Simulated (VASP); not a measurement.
A convergence study with VASP on Ag (fcc): one setting is varied, all else stays as given below, so the limit is that of these other settings. The cell's lengths are 1 % over those of the tabulated start, so it is off equilibrium.

```
CELL_PARAMETERS angstrom
      0.00000     2.06545     2.06545
      2.06545     0.00000     2.06545
      2.06545     2.06545     0.00000
ATOMIC_POSITIONS crystal
  Ag 0.00000 0.00000 0.00000
```

The numbers are results of PBE GGA, VASP's PBE PAW potentials (set 64) (plane waves; VASP), not measurements. The tightest run used: 1000 eV cut-off, 17×17×17 Γ-centred mesh, first-order Methfessel-Paxton smearing of 0.10 eV, potentials Ag.

### Question
The settings run are ENCUT = 150; ENCUT = 200; ENCUT = 250; ENCUT = 300; ENCUT = 350; ENCUT = 400; ENCUT = 450; ENCUT = 500; ENCUT = 550; ENCUT = 600; ENCUT = 650; ENCUT = 700; ENCUT = 750; ENCUT = 800; ENCUT = 850; ENCUT = 1000. From which on does the energy per atom stay within 0.01 eV/atom of the tightest run?

### Answer
From ENCUT = 250 on: it is off by 0.0016 there and by no more than 0.01 in any finer run, while ENCUT = 200 is off by 0.1801.
| setting | E (eV/atom) | pressure (GPa) | plane waves | difference judged (eV/atom) |
|---|---|---|---|---|
| ENCUT = 150 | -0.7731 | -342.15 | 79 | 1.9393 |
| ENCUT = 200 | -2.5323 | -51.89 | 125 | 0.1801 |
| ENCUT = 250 | -2.7140 | -2.05 | 169 | 0.0016 |
| ENCUT = 300 | -2.7217 | 0.93 | 218 | 0.0093 |
| ENCUT = 350 | -2.7145 | 0.20 | 274 | 0.0021 |
| ENCUT = 400 | -2.7130 | 0.71 | 332 | 0.0006 |
| ENCUT = 450 | -2.7131 | 1.11 | 391 | 0.0007 |
| ENCUT = 500 | -2.7131 | 1.08 | 459 | 0.0007 |
| ENCUT = 550 | -2.7128 | 1.00 | 534 | 0.0004 |
| ENCUT = 600 | -2.7128 | 1.02 | 609 | 0.0004 |
| ENCUT = 650 | -2.7128 | 1.08 | 675 | 0.0004 |
| ENCUT = 700 | -2.7128 | 1.10 | 757 | 0.0004 |
| ENCUT = 750 | -2.7128 | 1.09 | 869 | 0.0004 |
| ENCUT = 800 | -2.7128 | 1.08 | 928 | 0.0004 |
| ENCUT = 850 | -2.7126 | 1.08 | 1010 | 0.0002 |
| ENCUT = 1000 | -2.7124 | 1.08 | 1295 | 0.0000 |

Left out are rungs that failed or repeat a setting and relaxations that didn't move; long series are thinned to 24 rows.

The compound is Ag in the fcc structure. The cell was not relaxed at this level.
